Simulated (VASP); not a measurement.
Here is a VASP 6.6.1 calculation.

Contents of INCAR:

```
PREC = Accurate
ENCUT = 600
EDIFF = 1E-6
ISMEAR = -1
SIGMA = 0.05
LREAL = False
LASPH = True
NELM = 80
ALGO = Fast
ISIF = 3
LWAVE = False
LCHARG = False
GGA = PE
IBRION = 2
NSW = 60
EDIFFG = -0.02
```

File KPOINTS:

```
Automatic mesh
0
Gamma
  8 8 3
```

POSCAR

```
CsLi2
1.0
    3.9663300000      0.0000000000      0.0000000000
   -1.9831700000      3.4349500000      0.0000000000
    0.0000000000      0.0000000000     10.0283800000
Cs Li
1 2
Direct
    0.0000000000      0.0000000000      0.0000000000
    0.3333300000      0.6666700000      0.3486300000
    0.3333300000      0.6666700000      0.6513700000
```

Potentials or basis: VASP PAW PBE potentials, release 64 (Cs_sv, Li_sv).

Run with:

```console
$ cat potpaw_PBE.64/Cs_sv/POTCAR potpaw_PBE.64/Li_sv/POTCAR > POTCAR
$ mpirun -np 1 vasp_std > vasp.out
```

(1) What does it give for the band gap on the k mesh?

(2) Predict the relaxed volume.

(3) Predict the relaxed cell.

(4) Estimate the space group after relaxing (to 0.05 Å).

Results:

(1) none (metal or under the smearing width).

(2) 45.16 Å³/atom.

(3) a = 3.969 Å, b = 3.969 Å, c = 9.930 Å, α = 90.00°, β = 90.00°, γ = 120.00°.

(4) P-6m2 (No. 187).

Caveat: the cutoff is under 1.25 times the usual one of these potentials, so pressure, stress and relaxed cells hold a basis-set (Pulay) error.
